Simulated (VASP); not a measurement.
# A slab model of the (0 0 1) face of Ti2Ga, part 2 of 2

Aim: model the (0 0 1) face of Ti2Ga by a slab and find how far its highest filled level lies below the vacuum. The start is a cell from a database of measured crystal structures.

VASP 6.6.1, plane waves and PAW; the level of theory is named at each step.

So far. Step 3 (Surface relaxation): The run ended after 16 ionic steps, 0.331 eV below its first step, once the forces on the free atoms met EDIFFG = -0.03. Step 4 (Potential and states of the slab): The vacuum level lies 3.11 eV above the Fermi level at the upper face; the two faces differ by 0.81 eV, the step that the slab's dipole of -0.079 e·Å makes.

## Step 6: Tunnelling image, empty states within 1.5 eV

INCAR

```
SYSTEM = Ti2Ga
PREC = Normal
ENCUT = 300
EDIFF = 1E-05
NELM = 120
ISMEAR = 0
SIGMA = 0.05
LREAL = .FALSE.
ALGO = Fast
GGA = PS
NBANDS = 50
LWAVE = .FALSE.
LCHARG = .FALSE.
ISTART = 1
LPARD = .TRUE.
NBMOD = -3
EINT = 0 1.5
LSEPB = .FALSE.
LSEPK = .FALSE.
```

POSCAR

```
Ti2Ga
1.0
    4.5099980207      0.0000000000      0.0000000000
   -2.2549990104      3.9057728569      0.0000000000
    0.0000000000      0.0000000000     24.6250000000
Ti Ga
8 4
Direct
    0.6666666700      0.3333333300      0.3045685300
    0.0000000000      0.0000000000      0.3604060900
    0.3333333300      0.6666666700      0.4162436500
    0.0000000000      0.0000000000      0.4720812200
    0.6666666700      0.3333333300      0.5280449946
    0.0000000000      0.0000000000      0.5838714029
    0.3333333300      0.6666666700      0.6297814043
    0.0000000000      0.0000000000      0.6834000857
    0.3333333300      0.6666666700      0.3045685300
    0.6666666700      0.3333333300      0.4162436500
    0.3333333300      0.6666666700      0.5241537441
    0.6666666700      0.3333333300      0.6431401254
```

KPOINTS

```
Automatic mesh
0
Gamma
6 6 1
0 0 0
```

PAW data sets: Ti and Ga (PBE family, release 64).

The WAVECAR or CHGCAR of an earlier step is read.

Command:

```bash
> mpirun -np 2 vasp_std
```

Elapsed: 2 s, on 2 MPI ranks of Intel Xeon 6975P-C (Granite Rapids), shared host; 2.4 s of CPU time.

Local density of states in the window along a and b. Constant height, 2.5 Å above the top atom.

Values in units of 1e-3 e/Å³, 12 rows by 16 columns, each cell a mean:
```
7.4 6.9 6.1 5.3 4.6 4.1 3.7 3.6 3.6 3.9 4.3 4.9 5.7 6.5 7.1 7.5
6.5 5.9 5.3 4.6 4.1 3.8 3.6 3.6 3.7 4.0 4.5 5.1 5.8 6.4 6.8 6.8
5.4 4.9 4.5 4.1 3.8 3.6 3.5 3.6 3.8 4.1 4.5 5.0 5.4 5.7 5.9 5.7
4.4 4.2 3.9 3.7 3.5 3.5 3.5 3.6 3.8 4.0 4.3 4.5 4.8 4.9 4.8 4.7
3.8 3.7 3.6 3.5 3.5 3.5 3.5 3.6 3.7 3.8 3.9 4.0 4.1 4.1 4.0 4.0
3.6 3.6 3.6 3.6 3.6 3.6 3.6 3.6 3.6 3.5 3.5 3.6 3.6 3.6 3.6 3.6
3.7 3.8 3.9 4.0 3.9 3.9 3.7 3.6 3.4 3.3 3.3 3.2 3.2 3.3 3.4 3.5
4.1 4.3 4.5 4.5 4.4 4.1 3.9 3.6 3.4 3.2 3.1 3.1 3.2 3.3 3.6 3.8
4.9 5.2 5.3 5.1 4.8 4.4 4.0 3.6 3.3 3.2 3.1 3.2 3.4 3.7 4.1 4.5
6.0 6.2 6.1 5.8 5.2 4.6 4.0 3.6 3.3 3.2 3.3 3.5 3.8 4.3 4.9 5.5
7.0 7.0 6.7 6.0 5.2 4.6 4.0 3.6 3.4 3.4 3.6 3.9 4.5 5.1 5.9 6.6
7.6 7.3 6.7 5.9 5.0 4.4 3.9 3.6 3.5 3.6 3.9 4.4 5.1 5.9 6.8 7.4
```
Columns: along a (fractional) from 0 to 0.975; rows upwards: along b (fractional) from 0 to 0.975.

Partial charge density in the ca plane at fractional y = 0.333, with atoms of Ti and Ga within 0.2 Å of it. It is the smooth field of the valence electrons, not physical close to the nuclei.

Values in Å⁻³, 7 rows by 16 columns, each cell a mean:
```
0.0 0.0 0.0 0.0 0.0 0.0 0.1 0.2 0.1 0.0 0.0 0.0 0.1 0.1 0.0 0.0
0.0 0.0 0.0 0.0 0.0 0.0 0.2 1.1 0.4 0.0 0.0 0.0 0.3 0.6 0.1 0.0
0.0 0.0 0.0 0.0 0.0 0.0 0.3 1.5 0.6 0.0 0.0 0.0 0.5 0.9 0.1 0.0
0.0 0.0 0.0 0.0 0.0 0.0 0.1 0.3 0.1 0.0 0.0 0.0 0.1 0.2 0.0 0.0
0.0 0.0 0.0 0.0 0.0 0.0 0.0 0.0 0.0 0.0 0.0 0.0 0.0 0.0 0.0 0.0
0.0 0.0 0.0 0.0 0.0 0.0 0.0 0.0 0.0 0.1 0.1 0.1 0.0 0.0 0.1 0.0
0.0 0.0 0.0 0.0 0.0 0.0 0.0 0.0 0.0 0.0 0.0 0.1 0.0 0.0 0.0 0.0
```
Columns run along c (16.0 Å, from fractional 0.00 to 0.65 of the cell), rows up along a (4.5 Å). Atoms in or near the plane, at fractional coordinates: Ti at (0.30, 0.67), Ti at (0.53, 0.67), Ga at (0.42, 0.67), Ga at (0.64, 0.67).

Shared out to the nearest atoms, the partial charge density has 92 % on Ti; its largest share on one atom is 19 % (Ti1), and it takes 7 of the 12 atoms to pass 80 %.

Between its 5th and 95th percentile the partial density varies by a factor of 2.1, which sets the contrast of the image.

## Step 7: The slab in a field, field -0.2

A field across the slab, with the atoms held, gives the electronic response: the dipole changes linearly with the field, and the energy has a linear term from the slab's own dipole and a quadratic one from its polarisability.

INCAR

```
SYSTEM = Ti2Ga
PREC = Normal
ENCUT = 300
EDIFF = 1E-06
NELM = 120
ISMEAR = 0
SIGMA = 0.05
LREAL = .FALSE.
ALGO = Fast
GGA = PS
NBANDS = 34
LORBIT = 11
LWAVE = .FALSE.
LCHARG = .FALSE.
KPAR = 2
IDIPOL = 3
LDIPOL = .TRUE.
DIPOL = 0.5 0.5 0.489
EFIELD = -0.2
LVHAR = .TRUE.
```

POSCAR is that of step 6.

KPOINTS is that of step 6.

Command:

```bash
> mpirun -np 2 vasp_std
```

Elapsed: 41 s, on 2 MPI ranks; peak memory 0.43 GiB; 79 s of CPU time.

Numbers from this step:

```
electronic cycles       : 39
free energy (TOTEN)     : -80.1891 eV
energy at zero smearing : -80.1817 eV
Fermi energy            : -0.5104 eV
dipole moment           : 0, 0, -0.3248 e·Å
```

The planar average of the electrostatic potential oscillates, so the rows of the table below give means over windows of 1 Å about each position, cut where the curve ends. Its maxima inside the range that stand out by 2 % of the span (Å: eV): 4.9: 3.65, 8.9: -1.33, 10.3: -3.14, 11.6: -1.49, 12.9: -3.38, 14.3: -1.55, 15.8: -3.49, 23.8: 4.18. Its minima: 8.0: -4.28, 9.8: -4.23, 10.7: -4.26, 12.4: -4.43, 13.5: -4.21, 15.3: -4.58, 16.3: -4.47.

Zero at the Fermi level. The planar average of the electrostatic potential by height; means over each step:

```csv
height (Å),planar average of the electrostatic potential (eV)
0,2.80
1,2.95
2,3.15
3,3.35
4,3.54
5,3.63
6,2.70
7,-1.95
8,-3.51
9,-1.91
10,-3.68
11,-3.19
12,-2.83
13,-3.84
14,-2.36
15,-3.49
16,-3.95
17,-1.34
18,1.82
19,3.08
20,3.40
21,3.61
22,3.81
23,4.01
24,3.84
```

Force by atom:

```csv
atom,x (eV/Å),y (eV/Å),z (eV/Å),size
Ti1,0.000,0.000,0.648,0.648
Ti2,0.000,0.000,-0.032,0.032
Ti3,0.000,0.000,-0.223,0.223
Ti4,0.000,0.000,-0.542,0.542
Ti5,0.000,0.000,-0.013,0.013
Ti6,0.000,0.000,-0.005,0.005
Ti7,0.000,0.000,-0.008,0.008
Ti8,0.000,0.000,0.023,0.023
Ga9,0.000,0.000,0.384,0.384
Ga10,0.000,0.000,-0.219,0.219
Ga11,0.000,0.000,-0.005,0.005
Ga12,0.000,0.000,-0.008,0.008
```

Energy at zero smearing: -80.18166 eV.

## Step 8: The slab in a field, field -0.1

INCAR: that of step 7 with these lines changed.

```diff
@@ -18,3 +18,3 @@
 DIPOL = 0.5 0.5 0.489
-EFIELD = -0.2
+EFIELD = -0.1
 LVHAR = .TRUE.
```

POSCAR is that of step 7.

KPOINTS is that of step 7.

Command:

```bash
> mpirun -np 2 vasp_std
```

Wall time 50 s (2 MPI ranks); peak memory 0.43 GiB.

This step gave:

```yaml
electronic_cycles: 38
free_energy_toten: -80.1628 eV
energy_at_zero_smearing: -80.1554 eV
fermi_energy: -0.519 eV
dipole_moment: 0, 0, -0.2018 e·Å
```

The planar average of the electrostatic potential oscillates, so the rows of the table below give means over windows of 0.5 Å about each position, cut where the curve ends. Its maxima inside the range that stand out by 2 % of the span (Å: eV): 4.67: 3.76, 8.89: -1.33, 10.26: -3.14, 11.63: -1.49, 12.88: -3.38, 14.25: -1.55, 15.85: -3.49, 23.83: 3.64. Its minima: 7.98: -4.28, 9.80: -4.23, 10.72: -4.26, 12.43: -4.43, 13.45: -4.21, 15.28: -4.58, 16.30: -4.47.

Zero at the Fermi level. The planar average of the electrostatic potential by height; means over each step:

height (Å), planar average of the electrostatic potential (eV) and a bar from the least value:
```
      0.0       3.35 ############################
      0.5       3.38 #############################
      1.0       3.43 #############################
      1.5       3.48 #############################
      2.0       3.53 #############################
      2.5       3.58 #############################
      3.0       3.63 ##############################
      3.5       3.68 ##############################
      4.0       3.72 ##############################
      4.5       3.75 ##############################
      5.0       3.74 ##############################
      5.5       3.56 #############################
      6.0       2.90 ###########################
      6.5       0.68 ##################
      7.0      -2.38 #######
      7.5      -3.00 ####
      8.0      -4.01 #
      8.5      -2.26 #######
      9.0      -1.53 ##########
      9.5      -3.43 ###
     10.0      -3.69 ##
     10.5      -3.70 ##
     11.0      -3.46 ###
     11.5      -1.67 #########
     12.0      -2.76 #####
     12.5      -4.16 
     13.0      -3.58 ##
     13.5      -3.88 #
     14.0      -2.06 ########
     14.5      -1.96 ########
     15.0      -3.66 ##
     15.5      -4.11 
     16.0      -3.87 #
     16.5      -3.78 #
     17.0      -1.13 ############
     17.5       0.51 ##################
     18.0       1.89 #######################
     18.5       2.72 ##########################
     19.0       3.03 ###########################
     19.5       3.17 ############################
     20.0       3.24 ############################
     20.5       3.30 ############################
     21.0       3.36 ############################
     21.5       3.41 #############################
     22.0       3.46 #############################
     22.5       3.51 #############################
     23.0       3.56 #############################
     23.5       3.61 #############################
     24.0       3.60 #############################
     24.5       3.44 #############################
```

Force by atom:

```csv
atom,x (eV/Å),y (eV/Å),z (eV/Å),size
Ti1,0.000,0.000,0.635,0.635
Ti2,0.000,0.000,-0.027,0.027
Ti3,0.000,0.000,-0.221,0.221
Ti4,0.000,0.000,-0.544,0.544
Ti5,0.000,0.000,-0.010,0.010
Ti6,0.000,0.000,-0.002,0.002
Ti7,0.000,0.000,-0.004,0.004
Ti8,0.000,0.000,0.013,0.013
Ga9,0.000,0.000,0.393,0.393
Ga10,0.000,0.000,-0.222,0.222
Ga11,0.000,0.000,-0.004,0.004
Ga12,0.000,0.000,-0.006,0.006
```

Energy at zero smearing: -80.15542 eV.

## Step 9: The slab in a field, field 0.1

INCAR: that of step 8 with these lines changed.

```diff
@@ -18,3 +18,3 @@
 DIPOL = 0.5 0.5 0.489
-EFIELD = -0.1
+EFIELD = 0.1
 LVHAR = .TRUE.
```

POSCAR is that of step 8.

KPOINTS is that of step 8.

Command:

```bash
> mpirun -np 2 vasp_std
```

Run time: 45 s. Hardware: 2 MPI ranks; peak memory 0.42 GiB; 88 s of CPU time.

The planar average of the electrostatic potential oscillates, so the rows of the table below give means over windows of 1.37 Å about each position, cut where the curve ends. Its maxima inside the range that stand out by 2 % of the span (Å: eV): 8.9: -1.32, 10.3: -3.14, 11.6: -1.49, 12.9: -3.38, 14.3: -1.55, 15.8: -3.50, 19.5: 2.96. Its minima: 8.0: -4.28, 9.8: -4.23, 10.7: -4.26, 12.4: -4.43, 13.5: -4.21, 15.3: -4.58, 16.3: -4.47, 23.8: 2.58.

Zero at the Fermi level. Table of planar average of the electrostatic potential by height; means over each step:

height (Å), planar average of the electrostatic potential (eV) and a bar from the least value:
```
     0.69       4.43 ##############################
     2.06       4.30 ##############################
     3.43       4.16 #############################
     4.79       3.95 ############################
     6.17       1.92 #####################
     7.54      -3.24 ###
     8.91      -2.23 #######
    10.28      -3.80 #
    11.65      -2.50 ######
    13.02      -3.89 #
    14.39      -2.35 ######
    15.76      -4.09 
    17.12      -0.93 ###########
    18.50       2.52 #######################
    19.86       2.94 #########################
    21.23       2.84 ########################
    22.61       2.70 ########################
    23.98       2.97 #########################
```

Energy at zero smearing: -80.13986 eV.

## Step 10: Side by side

Times are for 2 MPI ranks of Intel Xeon 6975P-C (Granite Rapids), shared host. The runs compared:

```csv
no.,field,electronic cycles,free energy (TOTEN) less the lowest (eV),time,memory (GiB)
1,-0.2,39,0,41 s,0.43
2,-0.1,38,0.02632,50 s,0.43
3,0.1,38,0.04206,45 s,0.42
```

The planar average of the electrostatic potential (-0.2) oscillates, so the rows of the table below give means over windows of 0.5 Å about each position, cut where the curve ends. Its maxima inside the range that stand out by 2 % of the span (Å: eV): 4.90: 3.65, 8.89: -1.33, 10.26: -3.14, 11.63: -1.49, 12.88: -3.38, 14.25: -1.55, 15.85: -3.49, 23.83: 4.18. Its minima: 7.98: -4.28, 9.80: -4.23, 10.72: -4.26, 12.43: -4.43, 13.45: -4.21, 15.28: -4.58, 16.30: -4.47.

The runs together. Table of planar average of the electrostatic potential by height; means over each step:

```csv
height (Å),-0.2 (eV),-0.1 (eV),0.1 (eV)
0.0,2.79,3.35,4.47
0.5,2.85,3.38,4.45
1.0,2.95,3.43,4.40
1.5,3.05,3.48,4.35
2.0,3.15,3.53,4.30
2.5,3.25,3.58,4.25
3.0,3.35,3.63,4.20
3.5,3.44,3.68,4.15
4.0,3.54,3.72,4.10
4.5,3.62,3.75,4.03
5.0,3.65,3.74,3.92
5.5,3.51,3.56,3.67
6.0,2.88,2.90,2.94
6.5,0.671,0.675,0.683
7.0,-2.38,-2.38,-2.38
7.5,-3.00,-3.00,-3.00
8.0,-4.01,-4.01,-4.01
8.5,-2.26,-2.26,-2.26
9.0,-1.54,-1.53,-1.53
9.5,-3.44,-3.43,-3.43
10.0,-3.69,-3.69,-3.69
10.5,-3.70,-3.70,-3.69
11.0,-3.46,-3.46,-3.46
11.5,-1.67,-1.67,-1.68
12.0,-2.76,-2.76,-2.76
12.5,-4.16,-4.16,-4.16
13.0,-3.58,-3.58,-3.58
13.5,-3.88,-3.88,-3.88
14.0,-2.06,-2.06,-2.06
14.5,-1.96,-1.96,-1.97
15.0,-3.66,-3.66,-3.66
15.5,-4.11,-4.11,-4.11
16.0,-3.86,-3.87,-3.87
16.5,-3.78,-3.78,-3.78
17.0,-1.13,-1.13,-1.12
17.5,0.506,0.513,0.529
18.0,1.90,1.89,1.89
18.5,2.75,2.72,2.67
19.0,3.10,3.03,2.91
19.5,3.28,3.17,2.96
20.0,3.40,3.24,2.94
20.5,3.51,3.30,2.91
21.0,3.61,3.36,2.86
21.5,3.71,3.41,2.81
22.0,3.81,3.46,2.76
22.5,3.91,3.51,2.71
23.0,4.01,3.56,2.66
23.5,4.11,3.61,2.61
24.0,3.99,3.60,2.84
24.5,3.25,3.44,3.83
```

## Step 11: Putting the energies together

This step: slab, PBEsol; plane waves and PAW (VASP 6.6.1).

Derived from the runs above.

This step gave:

```yaml
surface_energy_as_cut: 2.257 J/m²
relaxation_gain: 0.3008 J/m²
surface_energy_relaxed: 1.956 J/m²
polarisability_per_area_of_the_slab_or_monolayer: 1.006 Å
```

VASP counts both for electrons: a positive EFIELD is a field along -c, and a positive dipole, in electrons times A, points along -c. Field, by row:

```csv
EFIELD (eV/Å),dipole along z (e Å),energy change (eV)
-0.2,-0.3248,-0.04018
-0.1,-0.2018,-0.01394
0,-0.07873,0
0.1,0.04461,0.001624
```

The surface energy as cut is the slab's energy at the first step, less 12 times the bulk energy an atom (-7.0645 eV), over twice the area of 17.61 Å².

The polarisability is the slope of the dipole against the field, as a volume for each unit of area.

## Step 12: Results

* surface energy, relaxed: 1.96 J/m²
* surface energy, as cut: 2.26 J/m²
* work function of the slab: 3.11 eV
* polarisability per area of the slab or monolayer: 1.01 Å

In words: The work function is 3.11 eV at the upper face and 3.91 eV at the lower, which was held as cut. The surface costs 1.96 J/m²; for a metal this figure can move by about 0.1 J/m² with the k mesh. Relaxing the upper layers lowers the surface energy from 2.26 to 1.96 J/m². The value as cut is the mean over both faces, and the gain of the relaxation is booked to the faces that were free. The atom that ends on top (Ti) moved inwards by 0.30 Å. The two faces are unlike, so this surface energy mixes both and is that of neither alone. The cell in the plane was kept as given and was not relaxed here.

[Lines on the potential files, build, host, timing and source positions are cut from VASP's logs without a mark.]

[Logs are printed without paths, hosts, clocks, repeated set-up lines and the standing remarks that a program may print on its own settings, such as how far it seeks lower states.]

[Hosts, paths, dates, database ids (printed as entryN), source tags and the programs' standing remarks are cut or masked in the printed files.]

[In band tables of VASP the shares of atoms and orbitals are scaled to a sum of 1 inside the atoms' spheres.]

[Runs that stopped without an error message from VASP are left out.]
